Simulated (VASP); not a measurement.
Input:

```
CELL_PARAMETERS angstrom
      3.79819     0.00000     0.00000
      0.00000     3.79819     0.00000
      0.00000     0.00000     3.79819
ATOMIC_POSITIONS crystal
  Hg 0.00000 0.00000 0.00000
  Te 0.50000 0.50000 0.50000
```

Calculation: r2SCAN meta-GGA, VASP's PBE PAW potentials (set 64) (plane waves; VASP). Run with 400 eV cut-off, 11×11×11 Γ-centred mesh, tetrahedra with Blöchl corrections, potentials Hg Te.

Unless said otherwise, spin-orbit coupling is left out, though it shifts the bands of the heavy elements here.

Q: Predict the energy per atom (σ→0), band gap (over mesh and band path) with the smallest direct gap where there is one.

A: 
```yaml
band gap (over mesh and band path): none (metal, semimetal or under 0.01 eV)
energy per atom (σ→0): -37.103 eV/atom
```

The absolute energy has meaning only against runs of the same code, potentials and settings.

The structure was generated: HgTe was put into the CsCl type (Pm-3m), which need not be its known phase. It was relaxed first, which changed the volume by +15 %.
